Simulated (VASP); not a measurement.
Given:

```
WSi2
1.0
   -1.60176     1.60176     3.91188
    1.60176    -1.60176     3.91188
    1.60176     1.60176    -3.91188
Si W
2 1
Cartesian
  0.00000   0.00000   5.20709
  0.00000   0.00000   2.61668
  0.00000   0.00000   0.00000
```

Method: PBEsol GGA, VASP's PBE PAW potentials (set 64) (plane waves; VASP). Settings: 480 eV cut-off, 12×12×12 Γ-centred mesh, first-order Methfessel-Paxton smearing of 0.10 eV, potentials Si W_sv.

Energy and stress use the plane-wave basis of the starting cell.

Question: The ions, cell shape and volume at an external pressure of 15.0 GPa are relaxed. What does this cell relax into?

Answer: 
```
WSi2
1.0
   -1.56956     1.56956     3.84697
    1.56956    -1.56956     3.84697
    1.56956     1.56956    -3.84697
Si W
2 1
Direct
  0.66643   0.66643   0.00000
  0.33357   0.33357   0.00000
  0.00000   0.00000   0.00000
```
Space group I4/mmm (139), at a tolerance of 0.03 Å.

Question: How do energy and volume change from the first to the last step?

Answer: The energy (σ→0) changes by +33.0 meV/atom and the volume by -5.6 %, in 11 ionic steps.

```json
[
 {"step": "1", "E(σ→0) (eV)": "-26.6401", "max force (eV/Å)": "0.009", "pressure (GPa)": "-0.06", "volume (Å³)": "40.15"},
 {"step": "2", "E(σ→0) (eV)": "-25.4374", "max force (eV/Å)": "0.585", "pressure (GPa)": "66.16", "volume (Å³)": "33.27"},
 {"step": "3", "E(σ→0) (eV)": "-26.5519", "max force (eV/Å)": "0.155", "pressure (GPa)": "14.19", "volume (Å³)": "38.04"},
 {"step": "4", "E(σ→0) (eV)": "-26.5438", "max force (eV/Å)": "0.162", "pressure (GPa)": "14.88", "volume (Å³)": "37.96"},
 {"step": "5", "E(σ→0) (eV)": "-26.5398", "max force (eV/Å)": "0.165", "pressure (GPa)": "15.22", "volume (Å³)": "37.91"},
 {"step": "6", "E(σ→0) (eV)": "-26.5371", "max force (eV/Å)": "0.001", "pressure (GPa)": "15.26", "volume (Å³)": "37.87"},
 {"step": "7", "E(σ→0) (eV)": "-26.5382", "max force (eV/Å)": "0.038", "pressure (GPa)": "15.25", "volume (Å³)": "37.88"},
 {"step": "8", "E(σ→0) (eV)": "-26.5463", "max force (eV/Å)": "0.012", "pressure (GPa)": "14.56", "volume (Å³)": "37.96"},
 {"step": "9", "E(σ→0) (eV)": "-26.5426", "max force (eV/Å)": "0.011", "pressure (GPa)": "14.88", "volume (Å³)": "37.92"},
 {"step": "10", "E(σ→0) (eV)": "-26.5400", "max force (eV/Å)": "0.003", "pressure (GPa)": "15.10", "volume (Å³)": "37.90"},
 {"step": "11", "E(σ→0) (eV)": "-26.5411", "max force (eV/Å)": "0.003", "pressure (GPa)": "15.01", "volume (Å³)": "37.91"}
]
```

The compound is WSi2 in the MoSi2 type structure. This run relaxes it under an external pressure of 15 GPa. Symmetry was kept, so distortions that lower it aren't found.
